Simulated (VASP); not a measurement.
# MgO (Periclase) with optB86b-vdW: from relaxation to properties, part 2 of 4

Aim: relax MgO (Periclase) with optB86b-vdW, compute its properties on that cell and hold them against experiment. The start is a cell from a database of measured crystal structures.

VASP 6.6.1; optB86b-vdW; plane waves and PAW (Mg, O).

So far, gap on the k-mesh (eV): step 2 (relaxing cell and atoms (optB86b-vdW)) 4.78. The relaxed cell has a = 4.222 Å (conventional setting).

The database entry behind the starting cell differs from later determinations by our own check (about 0.1 % long), so it need not match the best structure at ambient conditions.

**3. Density, ELF and potential (optB86b-vdW)**

A single point on the relaxed cell gives a clean self-consistent state, with density, ELF and potential written out.

The input, INCAR:

```
SYSTEM = MgO
PREC = Accurate
ENCUT = 520
EDIFF = 1E-06
NELM = 100
ISMEAR = 0
SIGMA = 0.05
LREAL = .FALSE.
ALGO = Normal
GGA = MK
AGGAC = 0
LUSE_VDW = .TRUE.
PARAM1 = 0.1234
PARAM2 = 1
LASPH = .TRUE.
NBANDS = 10
LORBIT = 11
LWAVE = .FALSE.
LCHARG = .TRUE.
ISIF = 2
LELF = .TRUE.
LVHAR = .TRUE.
```

The input, POSCAR:

```
MgO
1.0
    0.0000000000      2.1110313027      2.1110313027
    2.1110313027      0.0000000000      2.1110313027
    2.1110313027      2.1110313027      0.0000000000
Mg O
1 1
Direct
    0.0000000000      0.0000000000      0.0000000000
    0.5000000000      0.5000000000      0.5000000000
```

The input, KPOINTS:

```
Automatic mesh
0
Gamma
9 9 9
0 0 0
```

The projector-augmented-wave data sets are Mg and O (PBE family, release 64).

Launch:

```console
$ mpirun -np 2 vasp_std
```

The program printed:

```text
[banner, memory and clock lines left out]
running    2 mpi-ranks, on    1 nodes
 distrk:  each k-point on    2 cores,    1 groups
 distr:  one band on    1 cores,    2 groups

 POSCAR found type information on POSCAR MgO
 POSCAR found :  2 types and       2 ions
 [... a notice as in an earlier step ...]

 [... a notice as in an earlier step ...]

 LDA part: xc-table for (Slater+PW92), standard interpolation
 POSCAR, INCAR and KPOINTS ok, starting setup
 FFT: planning ... GRIDC
 FFT: planning ... GRID_SOFT
 FFT: planning ... GRID
 WAVECAR not read
 entering main loop
       N       E                     dE             d eps       ncg     rms          rms(c)
DAV:   1     0.144458065076E+02    0.14446E+02   -0.47681E+03   812   0.715E+02
DAV:   2    -0.103095677291E+02   -0.24755E+02   -0.24346E+02   810   0.134E+02
DAV:   3    -0.107548619881E+02   -0.44529E+00   -0.44506E+00   818   0.165E+01
DAV:   4    -0.107557626153E+02   -0.90063E-03   -0.90062E-03   786   0.851E-01
DAV:   5    -0.107557656279E+02   -0.30126E-05   -0.30126E-05   762   0.478E-02    0.720E+00
DAV:   6    -0.921977472171E+01    0.15360E+01   -0.91408E+00   708   0.179E+01    0.226E+00
DAV:   7    -0.920617382683E+01    0.13601E-01   -0.50585E-02   738   0.219E+00    0.133E+00
DAV:   8    -0.920076011358E+01    0.54137E-02   -0.29394E-02   714   0.207E+00    0.215E-01
DAV:   9    -0.920050856557E+01    0.25155E-03   -0.31442E-04   782   0.139E-01    0.138E-01
DAV:  10    -0.920049226670E+01    0.16299E-04   -0.48844E-04   750   0.182E-01    0.613E-03
DAV:  11    -0.920049195805E+01    0.30865E-06   -0.31038E-06   780   0.147E-02
   1 F= -.92004920E+01 E0= -.92004920E+01  d E =-.322324E-11
```

Elapsed: 10 s, on 2 MPI ranks of AMD EPYC 7R43, shared host; peak memory 0.37 GiB; 20 s of CPU time.

OUTCAR, selected parts (step 3):

```text
  LATTYP: Found a face centered cubic cell.
 ALAT       =     4.2220626054

The static configuration has the point symmetry O_h .

 Found     35 irreducible k-points:

   ENCUT  =  520.0 eV  38.22 Ry    6.18 a.u.   5.55  5.55  5.55*2*pi/ulx,y,z

   NELECT =       8.0000    total number of electrons

 E-fermi :   3.2399

 k-point     1 :       0.0000    0.0000    0.0000
  band No.  band energies     occupation
      1     -14.1126      2.00000
      2       3.0313      2.00000
      3       3.0313      2.00000
      4       3.0313      2.00000
      5       7.8148      0.00000
      6      18.8153      0.00000
      7      18.8153      0.00000
      8      18.8153      0.00000
      9      22.8161      0.00000
    ...

 k-point     2 :       0.1111    0.0000    0.0000
  band No.  band energies     occupation
      1     -13.9837      2.00000
      2       2.2625      2.00000
      3       2.9497      2.00000
      4       2.9497      2.00000
      5       8.5546      0.00000
      6      17.3998      0.00000
      7      19.1036      0.00000
      8      19.1036      0.00000
      9      23.6313      0.00000
    ...

Total vdW correction in eV:      2.0427345

  Total       -0.0183290     -0.0183290     -0.0183290      0.0000000      0.0000000     -0.0000000
  in kB       -1.5607595     -1.5607595     -1.5607595      0.0000000      0.0000000     -0.0000000
  external PRESSURE =      -1.5607595 kB  Pullay stress =       0.0000000 kB

  energy-cutoff  :      520.00
  volume of cell :       18.82
      direct lattice vectors                 reciprocal lattice vectors
     0.000000000  2.111031303  2.111031303    -0.236851059  0.236851059  0.236851059
     2.111031303  0.000000000  2.111031303     0.236851059 -0.236851059  0.236851059
     2.111031303  2.111031303  0.000000000     0.236851059  0.236851059 -0.236851059

 POSITION                                       TOTAL-FORCE (eV/Angst)
 -----------------------------------------------------------------------------------
      0.00000      0.00000      0.00000        -0.000000     -0.000000     -0.000000
      2.11103      2.11103      2.11103         0.000000      0.000000      0.000000
 -----------------------------------------------------------------------------------
    total drift:                               -0.000000     -0.000000      0.000000

  FREE ENERGIE OF THE ION-ELECTRON SYSTEM (eV)
  ---------------------------------------------------
  free  energy   TOTEN  =        -9.2004919580 eV

  energy  without entropy=       -9.2004919580  energy(sigma->0) =       -9.20049196

Total vdW correction in eV:      2.0427896

[... 6 parts as in an earlier step ...]

[... 5 further parts left out ...]
```

This step gave:

| Property | Result |
| --- | --- |
| SCF cycles | 11 |
| pressure | -0.1561 GPa |

Valence electrons inside each PAW sphere by angular momentum. Sphere charges, by row:

```tsv
atom	s (e)	p (e)	d (e)	tot (e)
Mg1	0.146	0.176	0.078	0.4
O2	1.536	3.556	0	5.092
```

Electrostatic potential energy in the ac plane of the conventional cell at fractional y = 0.000, with atoms of Mg and O within 0.2 Å of it. With pseudopotentials it is smooth inside the atoms' cores, unlike the true potential.

Ten even steps from '0' (-49 eV) to '9' (3 eV), each cell a mean:
```
55789500289865
66899954799876
78999999999988
99999988999999
79999876789998
14998655679972
01797654568940
02898655578950
47998766689995
99999887899999
89999999999998
67899987999987
56799721499865
45689400179765
```
Columns run along a (4.2 Å; values clipped at the 3rd and 97th percentile), rows up along c (4.2 Å), edges of the conventional cell, whose origin can differ from the input's. Atoms in or near the plane, at fractional coordinates: Mg at (0.00, 0.00), Mg at (0.50, 0.50), O at (0.50, 0.00), O at (0.00, 0.50).

ELF in the ac plane of the conventional cell at fractional y = 0.000, with atoms of Mg and O within 0.2 Å of it. It is the smooth field of the valence electrons, not physical close to the nuclei.

Ten even steps from '0' (0.00) to '9' (0.81), each cell a mean:
```
00169987998400
00137999985200
43114799862124
87421366521258
99741112102689
89973000015899
58984000026997
79984000016998
99852000013799
98621244311479
65212588742136
21026899974111
00158998997300
00269975898400
```
Columns run along a (4.2 Å), rows up along c (4.2 Å), edges of the conventional cell, whose origin can differ from the input's. Atoms in or near the plane, at fractional coordinates: Mg at (0.00, 0.00), Mg at (0.50, 0.50), O at (0.50, 0.00), O at (0.00, 0.50).

Valence density in the ac plane of the conventional cell at fractional y = 0.000, with atoms of Mg and O within 0.2 Å of it. It is the smooth field of the valence electrons, not physical close to the nuclei.

Ten even steps from '0' (0.0 e/Å³) to '9' (7.5 e/Å³), each cell a mean:
```
00000268410000
00000123200000
00000000000000
00000000000000
11000000000001
63100000000024
96100000000038
84100000000026
32000000000012
00000000000000
00000000000000
00000011100000
00000246310000
00000389610000
```
Columns run along a (4.2 Å), rows up along c (4.2 Å), edges of the conventional cell, whose origin can differ from the input's. Atoms in or near the plane, at fractional coordinates: Mg at (0.00, 0.00), Mg at (0.50, 0.50), O at (0.50, 0.00), O at (0.00, 0.50).

In this run the pressure is -0.16 GPa, small enough to go on.

**4. Bands along the symmetry lines (optB86b-vdW)**

The mesh alone shows little of the dispersion and can miss band extrema, so KPOINTS_OPT adds a path through the symmetry points after the self-consistent cycle.

INCAR: that of step 3 with these lines changed.

```diff
@@ -15,8 +15,6 @@
 LASPH = .TRUE.
-NBANDS = 10
+NBANDS = 16
 LORBIT = 11
 LWAVE = .FALSE.
-LCHARG = .TRUE.
-ISIF = 2
-LELF = .TRUE.
-LVHAR = .TRUE.
+LCHARG = .FALSE.
+KPAR = 2
```

POSCAR is that of step 3.

KPOINTS is that of step 3.

The input, KPOINTS_OPT:

```
Line mode
16
Line-mode
Reciprocal
  0.00000000   0.00000000   0.00000000 GAMMA
  0.50000000   0.00000000   0.50000000 X

  0.50000000   0.00000000   0.50000000 X
  0.50000000   0.25000000   0.75000000 W

  0.50000000   0.25000000   0.75000000 W
  0.37500000   0.37500000   0.75000000 K

  0.37500000   0.37500000   0.75000000 K
  0.00000000   0.00000000   0.00000000 GAMMA

  0.00000000   0.00000000   0.00000000 GAMMA
  0.50000000   0.50000000   0.50000000 L

  0.50000000   0.50000000   0.50000000 L
  0.62500000   0.25000000   0.62500000 U

  0.62500000   0.25000000   0.62500000 U
  0.50000000   0.25000000   0.75000000 W

  0.50000000   0.25000000   0.75000000 W
  0.50000000   0.50000000   0.50000000 L

  0.50000000   0.50000000   0.50000000 L
  0.37500000   0.37500000   0.75000000 K

  0.62500000   0.25000000   0.62500000 U
  0.50000000   0.00000000   0.50000000 X
```

Launch:

```console
$ mpirun -np 2 vasp_std
```

The program printed:

```text
[banner, memory and clock lines left out]
running    2 mpi-ranks, on    1 nodes
 distrk:  each k-point on    1 cores,    2 groups
 distr:  one band on    1 cores,    1 groups

 POSCAR found type information on POSCAR MgO
 POSCAR found :  2 types and       2 ions
 [... a notice as in an earlier step ...]

 [... a notice as in an earlier step ...]

 LDA part: xc-table for (Slater+PW92), standard interpolation
 POSCAR, INCAR and KPOINTS ok, starting setup
 FFT: planning ... GRIDC
 FFT: planning ... GRID_SOFT
 FFT: planning ... GRID
 WAVECAR not read
 entering main loop
       N       E                     dE             d eps       ncg     rms          rms(c)
DAV:   1     0.192509694651E+02    0.19251E+02   -0.43444E+03  1232   0.443E+02
DAV:   2    -0.102186439280E+02   -0.29470E+02   -0.28702E+02  1512   0.115E+02
DAV:   3    -0.107546564373E+02   -0.53601E+00   -0.53580E+00  1368   0.128E+01
DAV:   4    -0.107557625110E+02   -0.11061E-02   -0.11061E-02  1440   0.654E-01
DAV:   5    -0.107557656305E+02   -0.31195E-05   -0.31195E-05  1352   0.324E-02    0.720E+00
DAV:   6    -0.921584552739E+01    0.15399E+01   -0.74925E+00  1200   0.112E+01    0.219E+00
DAV:   7    -0.920719853630E+01    0.86470E-02   -0.66502E-02  1256   0.159E+00    0.137E+00
DAV:   8    -0.920155993039E+01    0.56386E-02   -0.37187E-02  1216   0.146E+00    0.348E-01
DAV:   9    -0.920061885302E+01    0.94108E-03   -0.13250E-03  1400   0.195E-01    0.162E-01
DAV:  10    -0.920049181703E+01    0.12704E-03   -0.47190E-04  1240   0.132E-01    0.674E-03
DAV:  11    -0.920049235916E+01   -0.54213E-06   -0.93697E-06  1392   0.163E-02
   1 F= -.92004924E+01 E0= -.92004924E+01  d E =-.661647E-22
 Start KPOINTS_OPT (optional k-point list driver)
k-point batch [1-35\160]
       N       E                     dE             ncg
DAV:   1     0.421104440203E+03   -0.10537E+05     1208
DAV:   2    -0.637203004279E+03   -0.10583E+04     1472
DAV:   3    -0.661204351526E+03   -0.24001E+02     1464
DAV:   4    -0.661259183676E+03   -0.54832E-01     1448
DAV:   5    -0.661259349474E+03   -0.16580E-03     1472
DAV:   6    -0.661259350088E+03   -0.61381E-06     1256
[...]
k-point batch [141-160\160]
       N       E                     dE             ncg
DAV:   1     0.515968880566E+04   -0.76068E+04      704
DAV:   2     0.457666433235E+04   -0.58302E+03      856
DAV:   3     0.456470820355E+04   -0.11956E+02      856
DAV:   4     0.456467923654E+04   -0.28967E-01      768
DAV:   5     0.456467914656E+04   -0.89979E-04      880
DAV:   6     0.456467914624E+04   -0.32178E-06      720
```

The job ended after 26 s (2 MPI ranks; peak memory 0.46 GiB).

OUTCAR, selected parts (step 4):

```text
The static configuration has the point symmetry O_h .

 Found     35 irreducible k-points:

   k-points           NKPTS =     35   k-points in BZ     NKDIM =     35   number of bands    NBANDS=     16

   NELECT =       8.0000    total number of electrons

 E-fermi :   3.3556

 k-point     1 :       0.0000    0.0000    0.0000
  band No.  band energies     occupation
      1     -14.1125      2.00000
      2       3.0315      2.00000
      3       3.0315      2.00000
      4       3.0315      2.00000
      5       7.8150      0.00000
      6      18.8153      0.00000
      7      18.8153      0.00000
      8      18.8153      0.00000
      9      22.8166      0.00000
    ...

 k-point     2 :       0.1111    0.0000    0.0000
  band No.  band energies     occupation
      1     -13.9835      2.00000
      2       2.2627      2.00000
      3       2.9499      2.00000
      4       2.9499      2.00000
      5       8.5548      0.00000
      6      17.4000      0.00000
      7      19.1036      0.00000
      8      19.1036      0.00000
      9      23.6312      0.00000
    ...

Total vdW correction in eV:      2.0427164

  Total       -0.0200091     -0.0200091     -0.0200091     -0.0000000      0.0000000      0.0000000
  in kB       -1.7038199     -1.7038199     -1.7038199     -0.0000000      0.0000000      0.0000000
  external PRESSURE =      -1.7038199 kB  Pullay stress =       0.0000000 kB

 POSITION                                       TOTAL-FORCE (eV/Angst)
 -----------------------------------------------------------------------------------
      0.00000      0.00000      0.00000         0.000000      0.000000      0.000000
      2.11103      2.11103      2.11103        -0.000000     -0.000000     -0.000000
 -----------------------------------------------------------------------------------
    total drift:                               -0.000000     -0.000000      0.000000

  FREE ENERGIE OF THE ION-ELECTRON SYSTEM (eV)
  ---------------------------------------------------
  free  energy   TOTEN  =        -9.2004923592 eV

  energy  without entropy=       -9.2004923592  energy(sigma->0) =       -9.20049236

Total vdW correction in eV:      2.0427723

[... 8 parts as in an earlier step ...]

[... 5 further parts left out ...]
```

Numbers from this step:

* bands: 16
* Fermi energy: 3.356 eV
* pressure: -0.1704 GPa
* least gap on mesh and path: 4.784 eV
* least direct gap on mesh and path: 4.784 eV

Electronic bands along the path, in eV, zero at the valence-band top; v1 is the highest filled band, c1 the lowest empty one:

```tsv
point	v3	v2	v1	c1	c2
Γ	0.00	0.00	0.00	4.78	15.78
0.53 of the way	-2.78	-0.80	-0.80	8.36	10.95
X	-4.04	-1.34	-1.34	9.18	9.98
0.53 of the way	-3.71	-1.95	-1.57	10.15	10.96
W	-2.93	-2.93	-1.75	11.67	11.67
0.53 of the way	-3.34	-2.67	-1.41	10.63	11.89
K	-3.46	-2.68	-1.13	10.12	11.77
0.53 of the way	-2.72	-1.02	-0.34	7.90	12.15
Γ	0.00	0.00	0.00	4.78	15.78
0.47 of the way	-2.40	-0.30	-0.30	6.95	12.72
L	-4.57	-0.65	-0.65	7.94	12.60
0.47 of the way	-4.16	-1.60	-0.82	9.16	12.33
U	-3.46	-2.68	-1.13	10.12	11.77
0.47 of the way	-3.34	-2.67	-1.41	10.63	11.89
W	-2.93	-2.93	-1.75	11.67	11.67
0.47 of the way	-3.88	-2.03	-1.03	9.88	12.15
L	-4.57	-0.65	-0.65	7.94	12.60
0.47 of the way	-4.16	-1.60	-0.82	9.16	12.33
K	-3.46	-2.68	-1.13	10.12	11.77
jump to U	-3.46	-2.68	-1.13	10.12	11.77
0.47 of the way	-3.87	-1.84	-1.28	9.59	10.57
X	-4.04	-1.34	-1.34	9.18	9.98
```

Of the projections kept (Mg, O), the largest for each band there; the rest of the weight can lie on other orbitals:

```tsv
point	v3	v2	v1	c1	c2
Γ	O 0.98	O 0.98	O 0.98	O 0.52	Mg 1.00
X	O 0.84	O 0.93	O 0.93	Mg 1.00	Mg 0.90
W	O 0.88	O 0.88	O 0.90	O 0.68	O 0.68
K	O 0.86	O 0.87	O 0.94	Mg 0.68	Mg 0.67
Γ	O 0.98	O 0.98	O 0.98	O 0.52	Mg 1.00
L	O 0.79	O 0.96	O 0.96	Mg 0.62	O 0.72
```

The electronic bands as a text plot (rows in eV, shown from -4.6 to 9.8 only):

```
    9.5 |      +++++        +                        +     +   ++
    8.9 |     +                             +         +   +
    8.3 |    +               +             +           + +
    7.7 |                              ++++             +
    7.1 |   +                 +       +
    6.5 |                      +     +
    5.9 | ++                    +   +
    5.3 |                          +
    4.7 |+                       ++
    4.1 |
    3.5 |
    2.9 |
    2.3 |
    1.7 |
    1.1 |
    0.5 |
   -0.1 |***                  *********
   -0.7 | * ***           *******      *******       *******
   -1.3 |  *   *****   ***   *      *      *  ***  ** *   * *****
   -1.9 |   *      ****     *  *     *      *    **  *     *   *
   -2.5 |           ** **  *  *              ***** **       ***
   -3.1 |    **      *** **  *        *         ****
   -3.7 |      **  **   *  **          *     ***    *       ****
   -4.3 |        **                     *****        *******    *
         Γ       X    W  K        Γ      L     U  W     L   K|U X
```

The path finds the gap of the mesh within 0.02 eV, so the mesh comes close to both band edges.

[end of part 2 of 4]

[Lines on the potential files, build, host, timing and source positions are cut from VASP's logs without a mark.]

[Logs are printed without paths, hosts, clocks, repeated set-up lines and the standing remarks that a program may print on its own settings, such as how far it seeks lower states.]

[Hosts, paths, dates, database ids (printed as entryN), source tags and the programs' standing remarks are cut or masked in the printed files.]

[A measured line is paired with the nearest computed mode of its activity, which favours agreement.]
